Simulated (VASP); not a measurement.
Input:

```xyz
6
Lattice="4.2054 0.0000 0.0000 0.0000 4.2054 0.0000 0.0000 0.0000 2.6959" Properties=species:S:1:pos:R:3 pbc="T T T"
Si     0.0000     0.0000     0.0000
Si     2.1027     2.1027     1.3479
O      1.2869     1.2869     2.6959
O      3.3896     0.8158     1.3479
O      0.8158     3.3896     1.3479
O      2.9185     2.9185     0.0000
```

Level of theory: rev-vdW-DF2, VASP's PBE PAW potentials (set 64) (plane waves; VASP). Settings: 520 eV cut-off, Gaussian smearing of 0.050 eV, potentials Si O.

Question: Give the energies of bands 6 to 19 at the high-symmetry points, in eV from the valence-band maximum.

Answer: 
```json
[
 {"band": "6", "Γ": "-6.28", "X": "-9.13", "M": "-7.73", "Z": "-9.38", "R": "-9.25", "A": "-10.59"},
 {"band": "7", "Γ": "-6.28", "X": "-4.48", "M": "-5.78", "Z": "-6.76", "R": "-7.95", "A": "-8.00"},
 {"band": "8", "Γ": "-6.09", "X": "-4.48", "M": "-5.78", "Z": "-6.76", "R": "-7.95", "A": "-8.00"},
 {"band": "9", "Γ": "-5.34", "X": "-4.45", "M": "-4.01", "Z": "-6.15", "R": "-6.40", "A": "-4.44"},
 {"band": "10", "Γ": "-4.97", "X": "-4.45", "M": "-4.01", "Z": "-6.15", "R": "-6.40", "A": "-4.44"},
 {"band": "11", "Γ": "-3.09", "X": "-3.78", "M": "-3.21", "Z": "-4.54", "R": "-3.88", "A": "-4.41"},
 {"band": "12", "Γ": "-3.09", "X": "-3.78", "M": "-3.21", "Z": "-4.54", "R": "-3.88", "A": "-4.41"},
 {"band": "13", "Γ": "-2.51", "X": "-2.65", "M": "-2.63", "Z": "-3.00", "R": "-2.22", "A": "-1.71"},
 {"band": "14", "Γ": "-0.86", "X": "-2.65", "M": "-2.63", "Z": "-3.00", "R": "-2.22", "A": "-1.71"},
 {"band": "15", "Γ": "-0.86", "X": "-1.04", "M": "-2.19", "Z": "-2.59", "R": "-1.71", "A": "-1.50"},
 {"band": "16", "Γ": "0.00", "X": "-1.04", "M": "-2.19", "Z": "-2.59", "R": "-1.71", "A": "-1.50"},
 {"band": "17", "Γ": "5.28", "X": "7.45", "M": "7.16", "Z": "8.82", "R": "8.59", "A": "6.98"},
 {"band": "18", "Γ": "6.58", "X": "7.45", "M": "7.16", "Z": "8.82", "R": "8.59", "A": "6.98"},
 {"band": "19", "Γ": "8.30", "X": "8.88", "M": "9.82", "Z": "12.42", "R": "9.71", "A": "10.84"}
]
```

The gap is direct, 5.28 eV, from the valence maximum at Γ to the conduction minimum at Γ.

The compound is SiO2 in the rutile structure, stishovite, a high-pressure form. It was relaxed first.
